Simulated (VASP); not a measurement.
An input for Ansatz (written as the equivalent of a VASP run, and not itself run):

Ansatz 0.2 input:
```yaml
crystal:
  lattice:
    - [0.0000000, 1.9035882, 1.9035882]
    - [1.9035882, 0.0000000, 1.9035882]
    - [1.9035882, 1.9035882, 0.0000000]
  atoms:
    - { symbol: Rh, position: [0.0000000, 0.0000000, 0.0000000] }
kpoints:
  mp_grid: { grid: [16, 16, 16] }
hamiltonian:
  xc: pbe
  pseudopotentials: { kind: paw }
scf:
  occupations: { method: methfessel_paxton, width: 0.1 }
  max_iter: 100
relax:
  max_steps: 40
  f_tol: 0.02
  cell: { p_target: 10 }
output: { forces: true, stress: true, eigenvalues: true }
```

Q: Translate this input to VASP (INCAR, KPOINTS, POSCAR, choice of POTCAR).

A: This is not unique; one that fits is 
### POSCAR
```
Rh
1
    0.0000000000     1.9035882198     1.9035882198
    1.9035882198     0.0000000000     1.9035882198
    1.9035882198     1.9035882198     0.0000000000
Rh
1
Direct
  0.0000000000   0.0000000000   0.0000000000
```

### INCAR
```
# general
SYSTEM  = Rh
PREC    = Accurate
ENCUT   = 500   # plane-wave cut-off (eV)
LREAL   = .False.
LASPH   = .True.   # aspherical one-centre terms

# electronic loop
EDIFF   = 1E-6   # SCF stop (eV)
NELM    = 100
ALGO    = Normal   # blocked Davidson
LMAXMIX = 4   # l cut-off of mixed one-centre charges

# smearing
ISMEAR  = 1   # Methfessel-Paxton
SIGMA   = 0.1   # width (eV)

# functional
GGA     = PE

# ions
IBRION  = 2   # conjugate gradients
NSW     = 40   # most ionic steps
ISIF    = 3
EDIFFG  = -0.02
PSTRESS = 100

# output
LWAVE   = .False.
LCHARG  = .False.
```

File KPOINTS:
```
kpoints
0
G
16 16 16
```

POTCAR, in this order: Rh_pv (PBE.64 set). Program: vasp_std.

Limits of the translation: each code has its own PAW files, so the cut-off isn't converted (ENCUT is set for VASP's; basis.ecutwfc is left out, and Ansatz then takes the one that its files recommend); Ansatz stops its SCF on the density residual and VASP on the energy change (EDIFF).

The compound is Rh in the fcc structure. This run relaxes it under an external pressure of 10 GPa. Symmetry was kept, so distortions that lower it aren't found.
